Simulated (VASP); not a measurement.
Level of theory: PBE GGA, VASP's PBE PAW potentials (set 64) (plane waves; VASP).

The input files of a VASP run:

### POSCAR
```
TiCo
1
    3.0114220000     0.0000000000     0.0000000000
    0.0000000000     3.0177400000     0.0000000000
    0.0000000000     0.0000000000     3.0244450000
Ti Co
1 1
Direct
  0.0000000000   0.0000000000   0.0000000000
  0.5309000000   0.5000000000   0.5000000000
```

### KPOINTS
```
Automatic mesh
0
gamma
 11 11 11
0 0 0
```

**INCAR**
```
SYSTEM=TiCo
PREC=Accurate; ENCUT=400; LREAL=.False.
LASPH=.True.
EDIFF=1E-6; NELM=100; ALGO=Normal
LMAXMIX=4
ISMEAR=2; SIGMA=0.5
GGA=PE
ISIF=2
LWAVE=.False.; LCHARG=.False.
```

POTCAR, in this order: Ti_sv Co (PBE.64 set). Program: vasp_std.

What VASP printed:

### OSZICAR
```
       N       E                     dE             d eps       ncg     rms          rms(c)
DAV:   1     0.134223961890E+03    0.13422E+03   -0.89588E+03  6048   0.157E+03
DAV:   2    -0.100158931020E+02   -0.14424E+03   -0.14177E+03  6180   0.376E+02
DAV:   3    -0.177743707954E+02   -0.77585E+01   -0.77017E+01  9456   0.981E+01
DAV:   4    -0.179896097835E+02   -0.21524E+00   -0.21458E+00  7160   0.138E+01
DAV:   5    -0.179984601123E+02   -0.88503E-02   -0.88499E-02  9144   0.256E+00    0.125E+01
DAV:   6    -0.159006169678E+02    0.20978E+01   -0.13162E+01  8166   0.546E+01    0.583E+00
DAV:   7    -0.191208104564E+02   -0.32202E+01   -0.31347E+01 10650   0.503E+01    0.264E+01
DAV:   8    -0.155631377734E+02    0.35577E+01   -0.21560E+01  9446   0.422E+01    0.169E+00
DAV:   9    -0.156004301876E+02   -0.37292E-01   -0.29758E-01  7406   0.503E+00    0.188E+00
DAV:  10    -0.155868931163E+02    0.13537E-01   -0.81334E-02  9182   0.362E+00    0.528E-01
DAV:  11    -0.155846671498E+02    0.22260E-02   -0.71869E-03  7794   0.979E-01    0.326E-01
DAV:  12    -0.155839285039E+02    0.73865E-03   -0.24476E-03  8726   0.407E-01    0.912E-02
DAV:  13    -0.155838400078E+02    0.88496E-04   -0.25703E-04  7762   0.151E-01    0.449E-02
DAV:  14    -0.155838263567E+02    0.13651E-04   -0.96763E-05  9430   0.828E-02    0.898E-03
DAV:  15    -0.155838261191E+02    0.23762E-06   -0.67511E-06  6274   0.361E-02
   1 F= -.15583826E+02 E0= -.15581436E+02  d E =-.956213E-02
```

### OUTCAR
```
------------------------ aborting loop because EDIFF is reached ----------------------------------------
  FORCE on cell =-STRESS in cart. coord.  units (eV):
  Direction    XX          YY          ZZ          XY          YZ          ZX
  --------------------------------------------------------------------------------------
  Total       -1.3930840     -1.3607328     -1.3758471      0.0000000      0.0000000      0.0000000
  in kB      -81.2061220    -79.3202944    -80.2013431      0.0000000      0.0000000      0.0000000
  external PRESSURE =     -80.2425865 kB  Pullay stress =       0.0000000 kB
  volume of cell :       27.49
      direct lattice vectors                 reciprocal lattice vectors
     3.011422000  0.000000000  0.000000000     0.332069036  0.000000000  0.000000000
     0.000000000  3.017740000  0.000000000     0.000000000  0.331373810  0.000000000
     0.000000000  0.000000000  3.024445000     0.000000000  0.000000000  0.330639175
 POSITION                                       TOTAL-FORCE (eV/Angst)
 -----------------------------------------------------------------------------------
      0.00000      0.00000      0.00000         0.339040      0.000000      0.000000
      1.59876      1.50887      1.51222        -0.339040      0.000000      0.000000
 -----------------------------------------------------------------------------------
    total drift:                                0.000388      0.000000      0.000008
  FREE ENERGIE OF THE ION-ELECTRON SYSTEM (eV)
  ---------------------------------------------------
  free  energy   TOTEN  =       -15.5838261191 eV

  energy  without entropy=      -15.5742639896  energy(sigma->0) =      -15.58143559
```
(Selected blocks of OUTCAR.)

File OUTCAR:
```
 val. band max:        9.4965178322   @ k =   0.0000   0.0909   0.4545

 cond. band min:       9.5032071064   @ k =   0.0000   0.3636   0.4545


 Fermi energy:         9.5029164030

 k-point     1 :       0.0000    0.0000    0.0000
  band No.  band energies     occupation
      1     -47.7579      2.00000
      2     -23.8695      2.00000
      3     -23.8680      2.00000
      4     -23.8671      2.00000
      5       1.9956      2.00000
      6       5.9098      2.00000
      7       5.9502      2.00000
      8       8.0847      1.99877
      9       8.1220      1.99834
     10       8.1306      1.99822
     11      10.1847     -0.04452
     12      10.2702     -0.01706
     13      12.0655      0.00000
     14      12.0671      0.00000

 k-point     2 :       0.0909    0.0000    0.0000
  band No.  band energies     occupation
      1     -47.7553      2.00000
      2     -23.8898      2.00000
      3     -23.8679      2.00000
      4     -23.8655      2.00000
      5       2.1558      2.00000
      6       5.9801      2.00000
      7       6.0188      2.00000
      8       8.1102      1.99849
      9       8.1131      1.99845
     10       8.1188      1.99838
     11      10.1905     -0.04238
     12      10.2185     -0.03261
     13      11.8553      0.00000
     14      11.8597      0.00000

 k-point     3 :       0.1818    0.0000    0.0000
  band No.  band energies     occupation
      1     -47.7495      2.00000
      2     -23.9482      2.00000
      3     -23.8636      2.00000
      4     -23.8612      2.00000
      5       2.6203      2.00000
      6       6.1838      2.00000
      7       6.1931      2.00000
      8       8.0808      1.99881
      9       8.0891      1.99873
     10       8.1909      1.99723
     11       9.9662     -0.10252
     12      10.2805     -0.01441
     13      11.3626      0.00001
     14      11.3720      0.00001

 k-point     4 :       0.2727    0.0000    0.0000
  band No.  band energies     occupation
...
```

The compound is TiCo in the CsCl type structure. The cell was not relaxed at this level, atoms are displaced from their ideal sites. The run is one of a series of settings (ISMEAR = 2, SIGMA = 0.5 against the base run), some of them coarse on purpose. The run is not spin-polarised, so no magnetic state was tried. The electron count is odd and the run is not spin-polarised, which forces a metal. VASP warned that the highest band is occupied, so more bands are needed.
